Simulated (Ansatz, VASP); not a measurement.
## One calculation of Zn3Sb, two programs

```xyz
4
Lattice="-2.0586 2.0586 4.2419 2.0586 -2.0586 4.2419 2.0586 2.0586 -4.2419" Properties=species:S:1:pos:R:3 pbc="T T T"
Sb    0.0000    0.0000    0.0000
Zn    0.0000    0.0000    4.2419
Zn    2.0586    0.0000    2.1210
Zn    0.0000    2.0586    2.1210
```

Change from the starting cell: volume scaled by 0.98.

Alike in both runs: task single point; functional PBE; k mesh 9 × 9 × 9; occupations fermi-dirac, width 0.05 eV; no spin polarisation.

```csv
,VASP,Ansatz
version,VASP 6.6.1,Ansatz 0.2.0
potentials or method,"VASP PAW PBE potentials, release 64 (Sb, Zn)",Ansatz PAW
plane-wave cutoff (eV),520,420
valence electrons in the cell,41,51
```

```csv
,VASP,Ansatz,Ansatz less VASP
gap on the k mesh at the Fermi level (eV),none,none,-
pressure (GPa),4.3,4.1,-0.16
largest component of the traceless stress (GPa),0.29,0.28,-0.012
```

A gap of «none» marks a metal or a gap that the smearing closes. The two sets of potentials don't hold the same shells in valence.

The runs have no spin-orbit coupling, so splittings on Sb are missing.
